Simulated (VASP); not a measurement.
BiB:

```
CELL_PARAMETERS angstrom
0.00000 2.79538 2.74487
2.79538 0.00000 2.74487
2.79538 2.79538 0.00000
ATOMIC_POSITIONS crystal
B 0.00000 0.00000 0.00000
Bi 0.25000 0.25000 0.25000
```

The cell was built by a generator and needn't be a form met in nature.

The cell isn't the ideal one: biaxial_xy strain +1.8%.

Base run:

| Item | Value |
| --- | --- |
| Program | VASP 6.6.1 |
| Functional | r2SCAN |
| Potentials or basis | VASP PAW PBE potentials, release 64 (B, Bi_d) |
| Cutoff | 520 eV |
| k mesh | 8 × 8 × 8 |
| Occupations | fermi-dirac, width 0.02 eV |
| Spin | no spin polarisation |

Its results: band gap on the k mesh 0.00 eV, direct; pressure -2.7 GPa.

The run is repeated on the same cell with these changes: functional from r2SCAN to PBE; further incar settings from ALGO = Normal; EDIFF = 1e-07; NBANDS = 16 to ALGO = Normal; EDIFF = 1e-06; NBANDS = 16. What comes out?

Band gap on the k mesh 0.09 eV, direct; pressure -1.3 GPa.

Caveats: spin-orbit coupling is left out, which as a rule narrows the gap of such compounds by several tenths of an eV; the PAW data sets were made with another functional, which shifts forces and pressure a little (some runs).

A k mesh can miss the band edges.
